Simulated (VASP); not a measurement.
OSZICAR of a VASP run on PtAl$_{2}$ (fluorite):

File OSZICAR:
```
       N       E                     dE             d eps       ncg     rms          rms(c)
DAV:   1     0.510430757241E+02    0.51043E+02   -0.67001E+03  1136   0.113E+03
DAV:   2    -0.149079332152E+02   -0.65951E+02   -0.58778E+02  1304   0.188E+02
DAV:   3    -0.168460336026E+02   -0.19381E+01   -0.19061E+01  1408   0.314E+01
DAV:   4    -0.168638160497E+02   -0.17782E-01   -0.17771E-01  1360   0.361E+00
DAV:   5    -0.168641139438E+02   -0.29789E-03   -0.29791E-03  1404   0.490E-01    0.892E+00
DAV:   6    -0.163568817722E+02    0.50723E+00   -0.29518E+00  1300   0.168E+01    0.204E+00
DAV:   7    -0.162707132517E+02    0.86169E-01   -0.24223E-01  1228   0.509E+00    0.164E+00
DAV:   8    -0.162401544179E+02    0.30559E-01   -0.35392E-02  1336   0.189E+00    0.253E-01
DAV:   9    -0.162401726703E+02   -0.18252E-04   -0.20162E-03  1348   0.441E-01    0.173E-01
DAV:  10    -0.162402955862E+02   -0.12292E-03   -0.29820E-04  1308   0.148E-01    0.179E-02
DAV:  11    -0.162402961945E+02   -0.60832E-06   -0.16992E-05  1348   0.443E-02    0.865E-03
DAV:  12    -0.162402973877E+02   -0.11932E-05   -0.37029E-06  1256   0.150E-02    0.216E-03
DAV:  13    -0.162402964943E+02    0.89333E-06   -0.59534E-07  1348   0.785E-03    0.674E-04
DAV:  14    -0.162402965718E+02   -0.77504E-07   -0.16841E-08   788   0.123E-03
   1 F= -.16240297E+02 E0= -.16240297E+02  d E =0.000000E+00
```

### Question
Which electronic solver shows in the log?

### Answer
It is blocked Davidson (ALGO = Normal, or the opening steps of other solvers). The INCAR had ALGO = Normal.

### Question
Can the final energy be trusted as converged?

### Answer
The calculation finished and met its thresholds. It stopped with EDIFF = 1E-7, NELM = 100 (PW91 GGA, plane waves, VASP's PBE PAW potentials (set 64)).

The compound is PtAl2 in the fluorite structure. It was relaxed first.
